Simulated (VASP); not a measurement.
Here is the system:

```xyz
3
Lattice="2.1643 -3.7487 0.0000 2.1643 3.7487 0.0000 0.0000 0.0000 5.9665" Properties=species:S:1:pos:R:3 pbc="T T T"
Te     2.7723    -2.6957     3.9777
Te     3.1127     0.0000     0.0000
Te     2.7723     2.6957     1.9888
```

Level of theory: PBEsol GGA, VASP's PBE PAW potentials (set 64) (plane waves; VASP). Numerical set-up: 480 eV cut-off, 6×6×4 Γ-centred mesh, Gaussian smearing of 0.050 eV, potentials Te.

Each row applies one change to this cell, which was relaxed at other settings and keeps the small stress of the first row; at a fixed cut-off the stress holds a Pulay part, so it need not integrate to ΔE exactly. Stress is in GPa, positive when the cell is compressed.

```tsv
change	ΔE (meV/atom)	σxx	σyy	σzz	largest shear component, with its sign (GPa)	largest force (eV/Å)
none	0.0	-0.03	-0.03	0.04	0.00	0.025
uniaxial strain of +2.0 % along x	2.7	-1.31	-0.42	-0.94	0.49	0.087
biaxial strain of -1.0 % in the xy plane	1.7	0.90	0.90	1.13	0.00	0.099
atom 1 (Te) moved by -0.200 Å along x	?	?	?	?	?	?
uniaxial strain of +0.5 % along x	0.2	-0.37	-0.14	-0.22	0.13	0.017
uniaxial strain of -4.0 % along x	11.9	3.18	0.87	2.32	-1.22	0.252
biaxial strain of +4.0 % in the yz plane with the ions relaxed	?	?	?	?	?	?
atom 3 (Te) moved by 0.100 Å along z	7.8	-0.26	0.44	0.24	0.78	0.484
```

Problem. Some entries are withheld; supply them.

Solution. 
- atom 1 (Te) moved by -0.200 Å along x, ΔE (meV/atom): 18.3
- atom 1 (Te) moved by -0.200 Å along x, σxx: 1.16
- atom 1 (Te) moved by -0.200 Å along x, σyy: 0.36
- atom 1 (Te) moved by -0.200 Å along x, σzz: 1.41
- atom 1 (Te) moved by -0.200 Å along x, largest shear component, with its sign (GPa): -0.93
- atom 1 (Te) moved by -0.200 Å along x, largest force (eV/Å): 0.630
- biaxial strain of +4.0 % in the yz plane with the ions relaxed, ΔE (meV/atom): 29.0
- biaxial strain of +4.0 % in the yz plane with the ions relaxed, σxx: -1.48
- biaxial strain of +4.0 % in the yz plane with the ions relaxed, σyy: -2.32
- biaxial strain of +4.0 % in the yz plane with the ions relaxed, σzz: -3.86
- biaxial strain of +4.0 % in the yz plane with the ions relaxed, largest shear component, with its sign (GPa): -0.24
- biaxial strain of +4.0 % in the yz plane with the ions relaxed, largest force (eV/Å): 0.003

Failed runs are left out, and for metals the shear rows, which the mesh's noise covers.

The compound is Te in the trig structure.
